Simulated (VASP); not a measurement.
VASP runs on PbSe (space group Fm-3m) share one base input (PBE GGA, plane waves, VASP's PBE PAW potentials (set 64)) and change the settings named in each case.

KPOINTS:
```
Automatic
0
Gamma
6 6 6
```

### INCAR
```
SYSTEM=PbSe
PREC=Accurate; ENCUT=300; LREAL=F
LASPH=T
EDIFF=1E-6; NELM=100; ALGO=Normal
LMAXMIX=4
ISMEAR=0; SIGMA=0.01
GGA=PE
ISIF=2
LWAVE=F; LCHARG=F
```

### POSCAR
```
PbSe
1
    0.0000000000     3.0626980000     3.0626980000
    3.0626980000     0.0000000000     3.0626980000
    3.0626980000     3.0626980000     0.0000000000
Pb Se
1 1
Direct
  0.0000000000   0.0000000000   0.0000000000
  0.5000000000   0.5000000000   0.5000000000
```

POTCAR, in this order: Pb_d Se (PBE.64 set). Program: vasp_std.

```tsv
change	E(σ→0) (eV/atom)	pressure (GPa)	gap on the mesh (eV)
base run	-4.0903	1.92	0.30
ISYM = 0	-4.0903	1.92	0.30
ISMEAR = -5, SIGMA removed	-4.0903	1.92	0.30
NBANDS = 18	-4.0903	1.91	0.30
AEXX = 0.2, AGGAC = 0.81, AGGAX = 0.72, ALDAC = 0.19, GGA = B3, HFRCUT = -1, ISYM = 3, LHFCALC = .TRUE., PRECFOCK = Fast, KPOINTS 4×4×4 Γ-centred mesh	-4.6088	…	…
GGA = PS	-4.4599	-0.96	0.21
```

Problem. Fill in the missing entries.

Solution. 
- AEXX = 0.2, AGGAC = 0.81, AGGAX = 0.72, ALDAC = 0.19, GGA = B3, HFRCUT = -1, ISYM = 3, LHFCALC = .TRUE., PRECFOCK = Fast, KPOINTS 4×4×4 Γ-centred mesh, pressure (GPa): 4.10
- AEXX = 0.2, AGGAC = 0.81, AGGAX = 0.72, ALDAC = 0.19, GGA = B3, HFRCUT = -1, ISYM = 3, LHFCALC = .TRUE., PRECFOCK = Fast, KPOINTS 4×4×4 Γ-centred mesh, gap on the mesh (eV): 1.21

Energies of different potentials or functionals have different zeros.  Unless said otherwise, spin-orbit coupling is left out, though it shifts the bands of the heavy elements here. At 300 eV the pressure can carry a Pulay error.

Left out are runs that ran out of time, are held back, or changed the cell or the kind of run, fixed moments of cells without a moment, rows past the twelfth, gaps on odd meshes, pressures of charged cells and columns that move by less than the noise.

The structure comes from a computed database's PbSe entry; how it stands against other phases isn't given here. The cell was not relaxed at this level, its lattice was scaled by up to 2.5 %.
